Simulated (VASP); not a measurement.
```
CELL_PARAMETERS angstrom
      4.09810     0.00000     0.00000
      0.00000     4.09810     0.00000
      0.00000     0.00000     4.09810
ATOMIC_POSITIONS crystal
  Ba 0.00000 0.00000 0.00000
  Ti 0.50000 0.50000 0.50000
  O  0.50000 0.00000 0.50000
  O  0.00000 0.50000 0.50000
  O  0.50000 0.50000 0.00000
```

The numbers are results of vdW-DF2, VASP's PBE PAW potentials (set 64) (plane waves; VASP), not measurements. Run with 520 eV cut-off, 5×5×5 Γ-centred mesh, Gaussian smearing of 0.050 eV, potentials Ba_sv Ti_sv O.

**Question.** Predict the energy per atom (σ→0).

**Answer.** 
```json
{
 "energy per atom (σ→0)": "-6.051 eV/atom"
}
```

The absolute energy has meaning only against runs of the same code, potentials and settings.

The compound is BaTiO3 in the cubic perovskite structure, the ideal cubic form; the compound distorts at low or room temperature. It was relaxed first, which changed the volume by +8 %. The start is the result of an earlier pass.
